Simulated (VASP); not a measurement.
# AlNi (Pm-3m) in VASP: settings compared, part 2 of 2

VASP 6.6.1. Earlier steps stand in the parts before.

## 3. Relaxation of cell and atoms, LDA

This run uses another cell than the first one, of 11.38 Å³/atom, 0.952 times its volume.

Input file INCAR:

```
ALGO = Normal
EDIFF = 1E-7
EDIFFG = -0.005
ENCUT = 600
IBRION = 2
ISIF = 3
ISMEAR = 1
LASPH = True
LCHARG = False
LREAL = False
LWAVE = False
NELM = 80
NSW = 90
PREC = Accurate
SIGMA = 0.1
```

Input file KPOINTS:

```
k-points
0
Gamma
  14 14 14
```

Input file POSCAR:

```
AlNi                                    
1.0
    2.8341860366     -0.0000000000     -0.0000000000
   -0.0000000000      2.8341860366     -0.0000000000
    0.0000000000     -0.0000000000      2.8341860366
  Al              Ni            
     1     1
Direct
     0.0000000000000000    0.0000000000000000    0.0000000000000000
     0.5000000000000000    0.5000000000000000    0.5000000000000000
```

Potentials or basis: VASP PAW LDA potentials, release 64 (Al, Ni).

Run with:

```sh
$ cat potpaw_LDA.64/Al/POTCAR potpaw_LDA.64/Ni/POTCAR > POTCAR
$ mpirun -np 1 vasp_std > vasp.out
```

It took 11 s on 1 thread of Intel Xeon Platinum 8488C (Sapphire Rapids), shared host; peak memory 0.15 GiB.

It converged, with:

| Quantity | Value |
| --- | --- |
| Free energy | -12.1945 eV |
| Pressure after relaxing | 0.0 GPa |
| Band gap on the k mesh | none (metal or under the smearing width) |

Final structure:
```yaml
crystal:
  lattice:
    - [2.83419, 0.00000, 0.00000]
    - [0.00000, 2.83419, 0.00000]
    - [0.00000, 0.00000, 2.83419]
  atoms:
    - { symbol: Al, position: [0.00000, 0.00000, 0.00000] }
    - { symbol: Ni, position: [0.50000, 0.50000, 0.50000] }
```

Levels at points of the mesh, in eV from the Fermi level:
| k point | band 3 | band 4 | band 5 | band 6 | band 7 | band 8 | band 9 | band 10 |
| --- | --- | --- | --- | --- | --- | --- | --- | --- |
| (0.00, 0.00, 0.00) | -3.46 | -1.63 | -1.63 | -1.63 | 5.71 | 5.71 | 5.71 | 8.41 |
| (0.50, 0.00, 0.00) | -2.95 | -2.39 | -2.39 | -1.54 | -0.66 | 8.45 | 10.26 | 10.26 |
| (0.50, 0.50, 0.00) | -2.93 | -2.93 | -2.21 | -2.21 | -1.07 | 1.58 | 2.75 | 12.72 |
| (0.50, 0.50, 0.50) | -4.32 | -1.03 | -1.03 | 2.02 | 2.02 | 2.02 | 4.07 | 4.74 |

Caveat: the relaxation stopped at its first step, so nothing moved. Spin polarisation is off, so any magnetic state and its effect on volume and gap are missing.

## 4. Relaxation of cell and atoms, PBEsol

Input file INCAR:

```
PREC = Accurate
ENCUT = 600
EDIFF = 1E-6
ISMEAR = 1
SIGMA = 0.1
LREAL = False
LASPH = True
NELM = 80
ALGO = Normal
ISIF = 3
LWAVE = False
LCHARG = False
GGA = PS
IBRION = 2
NSW = 90
EDIFFG = -0.01
```

Input file KPOINTS:

```
regular mesh
0
Gamma
  14 14 14
```

Input file POSCAR:

```
AlNi
1.0
    2.8810000000      0.0000000000      0.0000000000
    0.0000000000      2.8810000000      0.0000000000
    0.0000000000      0.0000000000      2.8810000000
Al Ni
1 1
Direct
    0.0000000000      0.0000000000      0.0000000000
    0.5000000000      0.5000000000      0.5000000000
```

Potentials or basis: VASP PAW PBE potentials, release 64 (Al, Ni).

Run with:

```sh
$ cat potpaw_PBE.64/Al/POTCAR potpaw_PBE.64/Ni/POTCAR > POTCAR
$ mpirun -np 1 vasp_std > vasp.out
```

Wall time 30 s (1 thread of Intel Xeon Platinum 8488C (Sapphire Rapids), shared host); peak memory 0.17 GiB.

Results (log left out):

- Free energy: -11.5846 eV
- Relaxed volume: 11.73 Å³/atom
- Relaxed cell: a = 2.863 Å, b = 2.863 Å, c = 2.863 Å, α = 90.00°, β = 90.00°, γ = 90.00°
- Space group after relaxing (to 0.05 Å): Pm-3m (No. 221)
- Energy gained by relaxing: 2.2 meV/atom
- Ionic steps: 3
- Pressure after relaxing: 0.0 GPa
- Band gap on the k mesh: none (metal or under the smearing width)

The path:
| step | energy change (eV) | largest force (eV/Å) | pressure (GPa) | volume (Å³) |
| --- | --- | --- | --- | --- |
| 1 | 0.0000 | 0.0000 | -3.12 | 23.91 |
| 2 | -0.0016 | 0.0000 | 2.72 | 23.12 |
| 3 | -0.0045 | 0.0000 | 0.00 | 23.46 |

Final structure:
```xyz
2
Lattice="2.8628 0.0000 0.0000 0.0000 2.8628 0.0000 0.0000 0.0000 2.8628" Properties=species:S:1:pos:R:3 pbc="T T T"
Al    0.0000    0.0000    0.0000
Ni    1.4314    1.4314    1.4314
```

Levels at points of the mesh, in eV from the Fermi level:
| k point | band 4 | band 5 | band 6 | band 7 | band 8 | band 9 | band 10 |
| --- | --- | --- | --- | --- | --- | --- | --- |
| (0.00, 0.00, 0.00) | -1.55 | -1.55 | -1.55 | 5.61 | 5.61 | 5.61 | 8.24 |
| (0.50, 0.00, 0.00) | -2.27 | -2.27 | -1.45 | -0.62 | 8.35 | 10.12 | 10.12 |
| (0.50, 0.50, 0.00) | -2.90 | -2.10 | -2.10 | -1.00 | 1.53 | 2.62 | 12.53 |
| (0.50, 0.50, 0.50) | -0.97 | -0.97 | 2.00 | 2.00 | 2.00 | 3.93 | 4.59 |

Caveat: the PAW data sets were made with another functional, which shifts forces and pressure a little. Spin polarisation is off, so any magnetic state and its effect on volume and gap are missing.

## 5. Relaxation of cell and atoms, PBEsol

This run uses another cell than the first one, of 11.73 Å³/atom, 0.981 times its volume.

INCAR, as its differences from that of step 4:

```diff
@@ -2,3 +2,3 @@
 ENCUT = 600
-EDIFF = 1E-6
+EDIFF = 1E-7
 ISMEAR = 1
@@ -15,2 +15,2 @@
 NSW = 90
-EDIFFG = -0.01
+EDIFFG = -0.005
```

KPOINTS is that of step 4.

Input file POSCAR:

```
AlNi                                    
1.0
    2.8627950284     -0.0000000000      0.0000000000
   -0.0000000000      2.8627950284     -0.0000000000
   -0.0000000000     -0.0000000000      2.8627950284
  Al              Ni            
     1     1
Direct
     0.0000000000000000    0.0000000000000000    0.0000000000000000
     0.5000000000000000    0.5000000000000000    0.5000000000000000
```

Potentials or basis: VASP PAW PBE potentials, release 64 (Al, Ni).

Run with:

```sh
$ cat potpaw_PBE.64/Al/POTCAR potpaw_PBE.64/Ni/POTCAR > POTCAR
$ mpirun -np 1 vasp_std > vasp.out
```

OUTCAR:

```text
PREC = Accurate
   ENCUT = 600
   EDIFF = 1E-7
   ISMEAR = 1
   LREAL = False
   LASPH = True
   NELM = 80
   ISIF = 3
   GGA = PS
   IBRION = 2
   NSW = 90
   EDIFFG = -0.005

 ion  position               nearest neighbor table
   1  0.000  0.000  0.000-   2 2.48   2 2.48   2 2.48   2 2.48   2 2.48   2 2.48   2 2.48   2 2.48

   2  0.500  0.500  0.500-   1 2.48   1 2.48   1 2.48   1 2.48   1 2.48   1 2.48   1 2.48   1 2.48

  LATTYP: Found a simple cubic cell.
 ALAT       =     2.8627950284
[... 506 lines left out ...]

  FORCE on cell =-STRESS in cart. coord.  units (eV):
  Direction    XX          YY          ZZ          XY          YZ          ZX
  --------------------------------------------------------------------------------------
  -------------------------------------------------------------------------------------
  Total        0.0017515      0.0017515      0.0017515     -0.0000000     -0.0000000      0.0000000
  in kB        0.1196045      0.1196045      0.1196045     -0.0000000     -0.0000000      0.0000000
  external PRESSURE =       0.1196045 kB  Pullay stress =       0.0000000 kB

 VOLUME and BASIS-vectors are now :
 -----------------------------------------------------------------------------
  energy-cutoff  :      600.00
  volume of cell :       23.46
      direct lattice vectors                 reciprocal lattice vectors
     2.862795028  0.000000000  0.000000000     0.349308976  0.000000000  0.000000000
     0.000000000  2.862795028  0.000000000     0.000000000  0.349308976  0.000000000
     0.000000000  0.000000000  2.862795028     0.000000000  0.000000000  0.349308976

 POSITION                                       TOTAL-FORCE (eV/Angst)
 -----------------------------------------------------------------------------------
      0.00000      0.00000      0.00000         0.000000      0.000000      0.000000
      1.43140      1.43140      1.43140         0.000000      0.000000      0.000000
 -----------------------------------------------------------------------------------
    total drift:                                0.000000      0.000000     -0.000000

  FREE ENERGIE OF THE ION-ELECTRON SYSTEM (eV)
  ---------------------------------------------------
  free  energy   TOTEN  =       -11.5844624203 eV

  energy  without entropy=      -11.5840536539  energy(sigma->0) =      -11.58432616

 reached required accuracy - stopping structural energy minimisation
```

CONTCAR:

```text
AlNi
   1.00000000000000
     2.8627950283999999    0.0000000000000000    0.0000000000000000
     0.0000000000000000    2.8627950283999999    0.0000000000000000
     0.0000000000000000    0.0000000000000000    2.8627950283999999
  Al              Ni
     1     1
Direct
     0.0000000000000000    0.0000000000000000    0.0000000000000000
     0.5000000000000000    0.5000000000000000    0.5000000000000000

  0.00000000E+00  0.00000000E+00  0.00000000E+00
  0.00000000E+00  0.00000000E+00  0.00000000E+00
```

Run time: 14 s. Hardware: 1 thread of Intel Xeon Platinum 8488C (Sapphire Rapids), shared host; peak memory 0.16 GiB.

What came out:

```yaml
Free_energy: -11.5845 eV
Pressure_after_relaxing: 0.0 GPa
Band_gap_on_the_k_mesh: none (metal or under the smearing width)
```

Final structure:
```cif
data_structure
_symmetry_space_group_name_H-M 'P 1'
_symmetry_Int_Tables_number 1
_cell_length_a 2.8628
_cell_length_b 2.8628
_cell_length_c 2.8628
_cell_angle_alpha 90.000
_cell_angle_beta 90.000
_cell_angle_gamma 90.000
_cell_volume 23.46
loop_
_atom_site_label
_atom_site_type_symbol
_atom_site_fract_x
_atom_site_fract_y
_atom_site_fract_z
_atom_site_occupancy
Al1 Al 0.00000 0.00000 0.00000 1
Ni1 Ni 0.50000 0.50000 0.50000 1
```

Levels at points of the mesh, in eV from the Fermi level:
| k point | band 4 | band 5 | band 6 | band 7 | band 8 | band 9 | band 10 |
| --- | --- | --- | --- | --- | --- | --- | --- |
| (0.00, 0.00, 0.00) | -1.55 | -1.55 | -1.55 | 5.61 | 5.61 | 5.61 | 8.24 |
| (0.50, 0.00, 0.00) | -2.27 | -2.27 | -1.45 | -0.62 | 8.35 | 10.12 | 10.12 |
| (0.50, 0.50, 0.00) | -2.90 | -2.10 | -2.10 | -1.00 | 1.53 | 2.62 | 12.53 |
| (0.50, 0.50, 0.50) | -0.97 | -0.97 | 2.00 | 2.00 | 2.00 | 3.93 | 4.59 |

Caveat: the relaxation stopped at its first step, so nothing moved; the PAW data sets were made with another functional, which shifts forces and pressure a little. Spin polarisation is off, so any magnetic state and its effect on volume and gap are missing.
